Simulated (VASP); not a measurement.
VMoS3, 5 atoms in the cell. The structure is tetragonal, space group P-4m2 (No. 115). Conventional cell: a = 4.311 Å, b = 4.311 Å, c = 5.580 Å, α = 90.00°, β = 90.00°, γ = 90.00°. V (site symmetry -4m2) is surrounded by 2 Mo at 2.79 Å and 4 S at 2.94 Å. Mo (site symmetry -4m2) is surrounded by 4 S at 2.29 Å. S (site symmetry 2mm) has 2 Mo at 2.29 Å and 2 S at 2.29 Å as nearest neighbours. S (site symmetry -4m2) is surrounded by 4 S at 2.29 Å. The cell was built by a generator and needn't be a form met in nature.

| Property | Result |
| --- | --- |
| Program | VASP 6.6.1 |
| Task | relaxation of cell and atoms |
| Functional | PBE |
| Potentials or basis | VASP PAW PBE potentials, release 64 (V_sv, Mo_sv, S) |
| Cutoff | 520 eV |
| k mesh | 3 × 3 × 3 |
| Occupations | gaussian, width 0.15 eV |
| Spin | collinear spin, ferromagnetic start |
| Starting moments | [2.0, 1.0, 0.0, 0.0, 0.0] μB |
| Further INCAR settings | PREC = Normal; ALGO = Fast; EDIFF = 0.0001; IBRION = 2; EDIFFG = -0.08; NSW = 24; ISIF = 3 |

Potentials or basis: VASP PAW PBE potentials, release 64 (V_sv, Mo_sv, S).

The run is started by

```sh
$ cat potpaw_PBE.64/V_sv/POTCAR potpaw_PBE.64/Mo_sv/POTCAR potpaw_PBE.64/S/POTCAR > POTCAR
$ mpirun -np 1 vasp_std > vasp.out
```

Hardware: 1 thread of Intel(R) Xeon(R) Platinum 8488C (Sapphire Rapids), with other jobs on the host.

Question: How long does it take, and how much memory?

Answer: Wall time 4 min on 1 thread of Intel(R) Xeon(R) Platinum 8488C (Sapphire Rapids), on a shared host, peak memory 0.19 GiB. Counts: scf iterations 163, k points 6, ion steps 17.
